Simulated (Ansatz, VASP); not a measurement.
# NbSiB (NbSiB in the AlB2 type) in two plane-wave programs, part 2 of 2

One calculation is typed for both programs; each brings its own data sets. How far apart do they land? The cell is generated by rule, not measured, and may not be a known phase. The cell is taken from a series of runs on this material, whose earlier steps may have relaxed, scaled, displaced or heated it; both programs get it as it stands.

VASP 6.6.1 and Ansatz 0.2.0.

So far: Set-up; VASP: relaxation of cell and atoms, PBE, pair 1; Ansatz: relaxation of cell and atoms, PBE, pair 1; Side by side.

**5. VASP: relaxation of cell and atoms, PBE, pair 2**

Level of this step: PBE; plane waves and PAW (Nb_sv, B, Si); invented cell (VASP).

The relaxed volume is the usual yardstick between codes: in a stiff, nearly cubic crystal its relative difference is about their pressure difference at one cell divided by the bulk modulus.

INCAR reads:

```
SYSTEM = NbSiB
PREC = Accurate
ENCUT = 500
EDIFF = 1E-07
NELM = 120
ISMEAR = 0
SIGMA = 0.1
LREAL = .FALSE.
ALGO = Normal
GGA = PE
NBANDS = 16
LASPH = .TRUE.
LORBIT = 11
LWAVE = .FALSE.
LCHARG = .FALSE.
ISIF = 3
IBRION = 2
NSW = 80
EDIFFG = -0.005
GGA_COMPAT = .FALSE.
NELMIN = 4
KPAR = 2
```

POSCAR reads:

```
NbSiB
1.0
    3.4683360000      0.0000000000      0.0000000000
   -1.7341680000      3.0036670000      0.0000000000
    0.0000000000      0.0000000000      3.5259060000
Nb B Si
1 1 1
Direct
    0.0000000000      0.0000000000      0.0000000000
    0.3333333333      0.6666666667      0.5000000000
    0.6666666667      0.3333333333      0.5000000000
```

KPOINTS reads:

```
Automatic mesh
0
Gamma
12 12 8
0 0 0
```

The projector-augmented-wave data sets are Nb_sv, B and Si (PBE family, release 64).

Started as:

```
$ mpirun -np 2 vasp_std
```

Numbers of over 12 decimals in the logs are rounded to 6 here.

Output:

```text
[... set-up lines as in an earlier step ...]
 entering main loop
       N       E                     dE             d eps       ncg     rms          rms(c)
DAV:   1     0.133484025231E+03    0.13348E+03   -0.10405E+04  3040   0.119E+03
DAV:   2    -0.190501858302E+02   -0.15253E+03   -0.14887E+03  3864   0.379E+02
DAV:   3    -0.251583696983E+02   -0.61082E+01   -0.59659E+01  5024   0.613E+01
DAV:   4    -0.253239460800E+02   -0.16558E+00   -0.16541E+00  3840   0.959E+00
[...]
DAV:  11    -0.225936639714E+02    0.12090E-04   -0.65917E-05  4168   0.659E-02    0.107E-02
DAV:  12    -0.225936647600E+02   -0.78860E-06   -0.28555E-06  3784   0.140E-02    0.360E-03
DAV:  13    -0.225936648226E+02   -0.62635E-07   -0.11889E-07  3296   0.324E-03
   1 F= -.22593665E+02 E0= -.22589373E+02  d E =-.225937E+02
[...]
2 F= -.22599952E+02 E0= -.22595622E+02  d E =-.628705E-02
[...]
3 F= -.22600355E+02 E0= -.22596001E+02  d E =-.668976E-02
[...]
4 F= -.22600193E+02 E0= -.22595754E+02  d E =0.161506E-03
[...]
5 F= -.22600814E+02 E0= -.22596411E+02  d E =-.458999E-03
[...]
reached required accuracy - stopping structural energy minimisation
```

From OUTCAR (step 5):

```text
  Total        0.0006260      0.0006260     -0.0115313      0.0000000     -0.0000000      0.0000000
  in kB        0.0274770      0.0274770     -0.5061601      0.0000000     -0.0000000      0.0000000
  external PRESSURE =      -0.1504020 kB  Pullay stress =       0.0000000 kB

 POSITION                                       TOTAL-FORCE (eV/Angst)
 -----------------------------------------------------------------------------------
      0.00000      0.00000      0.00000        -0.000000      0.000000      0.000000
     -0.00000      2.01272      1.73402         0.000000     -0.000000     -0.000000
      1.74307      1.00636      1.73402        -0.000000      0.000000     -0.000000
 -----------------------------------------------------------------------------------
    total drift:                               -0.000000      0.000000      0.000000

  FREE ENERGIE OF THE ION-ELECTRON SYSTEM (eV)
  ---------------------------------------------------
  free  energy   TOTEN  =       -22.6008135825 eV

  energy  without entropy=      -22.5920089189  energy(sigma->0) =      -22.59641125

[... 1 part as in an earlier step ...]

[... 3 further parts left out ...]
[key lines of the parts left out:]
E-fermi :  12.0821
```

**6. Ansatz: relaxation of cell and atoms, PBE, pair 2**

The same cell, functional, mesh and smearing now go to Ansatz, which takes its cutoff from its data sets.

The cell is taken from a series of runs on this material, whose earlier steps may have relaxed, scaled, displaced or heated it; both programs get it as it stands.

input.yaml reads:

```yaml
crystal:
  lattice:
    - [3.4683361207, 0.0, 0.0]
    - [-1.7341680604, 3.0036671894, 0.0]
    - [0.0, 0.0, 3.525906474]
  atoms:
    - { symbol: Nb, position: [0.0, 0.0, 0.0] }
    - { symbol: B, position: [0.3333333333, 0.6666666667, 0.5] }
    - { symbol: Si, position: [0.6666666667, 0.3333333333, 0.5] }
kpoints:
  mp_grid: { grid: [12, 12, 8] }
hamiltonian:
  xc: pbe
  pseudopotentials: { kind: paw, azcp: { folder: soft_1 } }
scf:
  occupations: { method: gaussian, width: 0.1 }
output:
  forces: true
  stress: true
  eigenvalues: true
relax:
  adjacent_minimum: "off"
  f_tol: 0.005
  max_steps: 80
  cell: { stress_tol: 0.05 }
```

Started as:

```
$ ansatz run input.yaml --threads 4 --pin off --max-ram 12288MiB --backend cpu --events-out ev --progress --plain --runs-dir out
```

Output:

```text
[...]
Crystal: 3 atoms, lattice volume = 36.732 Å³
Basis set: ecut = 420 eV, 725 PW (Γ), exchange–correlation on 48×48×48 points (8 copies of the dense FFT grid, shifted against one another)
Bands: 14, of which v1, the nominal top of the filled ones, is band 10 counted from 1 (9 counted from 0)
Symmetry: 12 space group operations
[...]
k-points: 95 of 1152 (time reversal used)
[...]
--- Relaxed structure (4 steps of the walk, 4 accepted, 1 SCFs on fresh bases) ---
[...]
cell:  # Å, volume = 36.5482 Å³
    - [3.487480, 2.9026857845534016e-11, 0.0]
    - [-1.743740, 3.020246, 0.0]
    - [0.0, 0.0, 3.469859]
  atoms:
    - { symbol: Nb, position: [0, 0, 0.0] }
    - { symbol: B, position: [0.333333, 0.666667, 0.5] }
    - { symbol: Si, position: [0.666667, 0.333333, 0.5] }
[key lines of the parts left out:]
SCF converged after 8 iterations
Free energy (F): -5344.293065 eV
Fermi energy:    16.145315 eV
P = ⅓ Tr σ = 0.0007 GPa (0.007 kbar)
```

**7. Differences**

Compared:

| quantity | Ansatz | VASP | difference |
| --- | --- | --- | --- |
| volume (Å³) | 36.55 | 36.50 | +0.13 % |
| edge a after relaxation, in the typed setting (Å) | 3.487 | 3.486 | +0.04 % |
| edge c after relaxation, in the typed setting (Å) | 3.470 | 3.468 | +0.05 % |

**8. VASP: zone-centre phonons, PBE**

Second derivatives magnify differences that forces hide, and they need a tight electronic threshold.

INCAR reads:

```
SYSTEM = NbSiB
PREC = Accurate
ENCUT = 500
EDIFF = 1E-08
NELM = 120
ISMEAR = 1
SIGMA = 0.2
LREAL = .FALSE.
ALGO = Normal
GGA = PE
NBANDS = 16
LASPH = .TRUE.
LORBIT = 11
LWAVE = .FALSE.
LCHARG = .FALSE.
ISIF = 2
IBRION = 8
GGA_COMPAT = .FALSE.
KPAR = 2
```

POSCAR reads:

```
NbSiB
1.0
    3.4872766193      0.0000000000      0.0000000000
   -1.7436383097      3.0200701423      0.0000000000
    0.0000000000      0.0000000000      3.4692936215
Nb B Si
1 1 1
Direct
    0.0000000000      0.0000000000      0.0000000000
    0.3333333333      0.6666666667      0.5000000000
    0.6666666667      0.3333333333      0.5000000000
```

KPOINTS reads:

```
Automatic mesh
0
Gamma
6 6 4
0 0 0
```

Started as:

```
$ mpirun -np 2 vasp_std
```

Output:

```text
[... set-up lines as in an earlier step ...]
 entering main loop
       N       E                     dE             d eps       ncg     rms          rms(c)
DAV:   1     0.129697857689E+03    0.12970E+03   -0.10190E+04   672   0.118E+03
DAV:   2    -0.192202095409E+02   -0.14892E+03   -0.14584E+03   864   0.372E+02
DAV:   3    -0.251309629234E+02   -0.59108E+01   -0.58741E+01  1184   0.602E+01
DAV:   4    -0.252236004564E+02   -0.92638E-01   -0.92553E-01   840   0.710E+00
[...]
DAV:  13    -0.225569873703E+02   -0.30253E-06   -0.26133E-07  1048   0.527E-03    0.129E-03
DAV:  14    -0.225569873087E+02    0.61601E-07   -0.34331E-08   768   0.118E-03    0.366E-04
DAV:  15    -0.225569873021E+02    0.66477E-08   -0.22419E-09   480   0.397E-04
   1 F= -.22556987E+02 E0= -.22553193E+02  d E =-.113820E-01
 Linear response reoptimize wavefunctions to high precision
DAV:   1    -0.225569872996E+02    0.24866E-08   -0.48873E-10   520   0.306E-04
DAV:   2    -0.225569872997E+02   -0.13074E-09   -0.11598E-10   464   0.112E-04
[...]
RMM:   9    -0.205590474327E-01    0.23872E-06   -0.18349E-07  4467   0.860E-04    0.305E-05
RMM:  10    -0.205590019287E-01    0.45504E-07   -0.34341E-08  4634   0.368E-04    0.222E-05
RMM:  11    -0.205590042065E-01   -0.22778E-08   -0.79255E-09  4604   0.155E-04    0.952E-06
 first order change of Fermi-energy   0.33452E-04
 force on displaced ion       3 direction 1 : -18.009  -0.006   0.000
 Linear response progress:
  Degree of freedom:   6/  6
       N       E                     dE             d eps       ncg     rms          rms(c)
RMM:   1    -0.229942625235E-01   -0.22994E-01    0.20405E-03  1818   0.109E+00
RMM:   2    -0.198599268289E-01    0.31343E-02   -0.23893E-03  1343   0.328E-01    0.794E-02
RMM:   3    -0.200611671442E-01   -0.20124E-03   -0.57854E-04  1437   0.124E-01    0.419E-02
RMM:   4    -0.203512012755E-01   -0.29003E-03   -0.21735E-04  1488   0.678E-02    0.120E-02
[...]
RMM:  10    -0.203976272920E-01   -0.26087E-06    0.39272E-08  1635   0.413E-04    0.191E-05
RMM:  11    -0.203975571683E-01    0.70124E-07   -0.13374E-07  1670   0.191E-04    0.752E-06
RMM:  12    -0.203975650662E-01   -0.78979E-08   -0.88093E-08  1633   0.924E-05    0.590E-06
 first order change of Fermi-energy   0.30741E-03
 force on displaced ion       3 direction 3 :   0.000  -0.000  -9.312
 Linear response finished
```

OUTCAR, selected parts (step 8):

```text
  Total       -0.4558229     -0.4558229      0.7285569      0.0000000      0.0000000      0.0000000
  in kB      -19.9876740    -19.9876740     31.9469610      0.0000000      0.0000000      0.0000000
  external PRESSURE =      -2.6761290 kB  Pullay stress =       0.0000000 kB

 POSITION                                       TOTAL-FORCE (eV/Angst)
 -----------------------------------------------------------------------------------
      0.00000      0.00000      0.00000        -0.000000      0.000000      0.000000
     -0.00000      2.01338      1.73465        -0.000000      0.000000      0.000000
      1.74364      1.00669      1.73465         0.000000     -0.000000      0.000000
 -----------------------------------------------------------------------------------
    total drift:                               -0.000000      0.000000      0.000000

[... 2 further parts left out ...]
```

**9. Ansatz: zone-centre phonons, PBE**

The same cell, functional, mesh and smearing now go to Ansatz, which takes its cutoff from its data sets.

The cell is taken from a series of runs on this material, whose earlier steps may have relaxed, scaled, displaced or heated it; both programs get it as it stands.

input.yaml reads:

```yaml
crystal:
  lattice:
    - [3.4872766193, 0.0, 0.0]
    - [-1.7436383097, 3.0200701423, 0.0]
    - [0.0, 0.0, 3.4692936215]
  atoms:
    - { symbol: Nb, position: [0.0, 0.0, 0.0] }
    - { symbol: B, position: [0.3333333333, 0.6666666667, 0.5] }
    - { symbol: Si, position: [0.6666666667, 0.3333333333, 0.5] }
kpoints:
  mp_grid: { grid: [6, 6, 4] }
hamiltonian:
  xc: pbe
  pseudopotentials: { kind: paw, azcp: { folder: soft_1 } }
scf:
  occupations: { method: methfessel_paxton, width: 0.2 }
output:
  eigenvalues: true
phonons:
  method: dfpt
  qmesh: [2, 2, 2]
  temperatures: { t_max: 1000, t_step: 50 }
  qpath:
    path:
      - [[0.0, 0.0, 0.0], [0.5, 0.0, 0.0], [0.33333333, 0.33333333, 0.0], [0.0, 0.0, 0.0], [0.0, 0.0, 0.5], [0.5, 0.0, 0.5], [0.33333333, 0.33333333, 0.5], [0.0, 0.0, 0.5]]
      - [[0.5, 0.0, 0.5], [0.5, 0.0, 0.0]]
      - [[0.33333333, 0.33333333, 0.5], [0.33333333, 0.33333333, 0.0]]
    npoints: 10
```

Started as:

```
$ ansatz run input.yaml --threads 4 --pin off --max-ram 12288MiB --backend cpu --events-out ev --progress --plain --runs-dir out
```

Output:

```text
[...]
largest difference from the sums on the solved wave vectors: F 4.68e-3 eV, S 1.54e-5 and C_V 1.08e-5 eV/K
  zero-point energy: 0.141104 eV/cell   skipped modes (ω ≤ 0): 1321, of them read as no rigid motion or as one in doubt: 1318 (3.000e0 modes/cell left out, lowest -250.33 cm⁻¹)   left out of the sums: 3.33e-1 of the cell's modes: C_V's classical limit lies that fraction below 3 k_B per atom; for a crystal, a wire or a layer, F and S can be off by more, and a phonons.interpolated_qmesh denser along its periods is the remedy for the sampling
[key lines of the parts left out:]
SCF converged after 10 iterations
Free energy (F): -5344.249430 eV
Fermi energy:    16.014562 eV
```

**10. Differences**

What differs besides the data sets and the points named for the pairs above, as far as they apply: VASP's run holds the zone centre alone. Total energies have different zeros and are not compared.

Compared:

| quantity | Ansatz | VASP | difference |
| --- | --- | --- | --- |
| optical mode 1 to 2 (cm⁻¹) | 111.6 | 112.1 | -0.51 % |
| optical mode 3 (cm⁻¹) | 165.2 | 164.8 | +0.24 % |
| optical mode 4 (cm⁻¹) | 359.8 | 359.4 | +0.11 % |
| optical mode 5 to 6 (cm⁻¹) | 643.8 | 644.1 | -0.06 % |

Modes are paired by rising frequency, not by their patterns, so a pair may set unlike modes beside each other; they are those without the splitting of longitudinal modes.

**11. Results**

```yaml
difference_in_volume_relaxation_of_cell_and_atoms_pbe_pair_1: 0.14 %
difference_in_volume_relaxation_of_cell_and_atoms_pbe_pair_2: 0.13 %
r_m_s_difference_of_the_optical_zone_centre_modes_each_program_s_sorted_by_frequency_zone_centre_phonons_pbe: 0.45 cm⁻¹
difference_in_optical_mode_1_to_2_zone_centre_phonons_pbe: -0.5 %
```

**Reading.** The difference in volume is 0.14 % (relaxation of cell and atoms, PBE, pair 1), within the 1.2 % picked in this series as the mark of a large difference, as far as the stopping tolerances let one tell. Among the rows given in per cent, the largest difference of the zone-centre phonons, PBE pair is in optical mode 1 to 2, -0.5 %. 1 further run of this series is not shown here. How closely two codes agree says nothing of how well the functional describes the real material.

[Lines on the potential files, build, host, timing and source positions are cut from VASP's logs without a mark.]

[Logs are printed without paths, hosts, clocks, repeated set-up lines and the standing remarks that a program may print on its own settings, such as how far it seeks lower states.]

[Hosts, paths, dates, database ids (printed as entryN), source tags and the programs' standing remarks are cut or masked in the printed files.]
